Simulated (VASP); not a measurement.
Input:

```
Cr
1.0
   -1.40398     1.40398     1.40398
    1.40398    -1.40398     1.40398
    1.40398     1.40398    -1.40398
Cr
1
Direct
  0.00000   0.00000   0.00000
```

Method: PBEsol GGA, VASP's PBE PAW potentials (set 64) (plane waves; VASP). Numerical set-up: 400 eV cut-off, Gaussian smearing of 0.050 eV, potentials Cr_pv.

### Question
Give the energies of bands 4 to 9 at the high-symmetry points, in eV from the Fermi level.

### Answer

| band | Γ | H | N | P |
|---|---|---|---|---|
| 4 | -8.05 | -4.63 | -4.69 | -2.46 |
| 5 | -0.99 | -4.63 | -2.63 | -2.46 |
| 6 | -0.99 | 2.60 | 1.18 | -2.46 |
| 7 | -0.99 | 2.60 | 1.21 | 1.59 |
| 8 | 1.16 | 2.60 | 1.53 | 1.59 |
| 9 | 1.16 | 7.10 | 3.02 | 7.10 |

It has no gap at this level: it comes out as a metal or semimetal.

The structure comes from a measured Cr entry (Im-3m) of the Crystallography Open Database, whose conditions weren't checked. It was relaxed first, which changed the volume by -8 %. The run is not spin-polarised, so no magnetic state was tried.
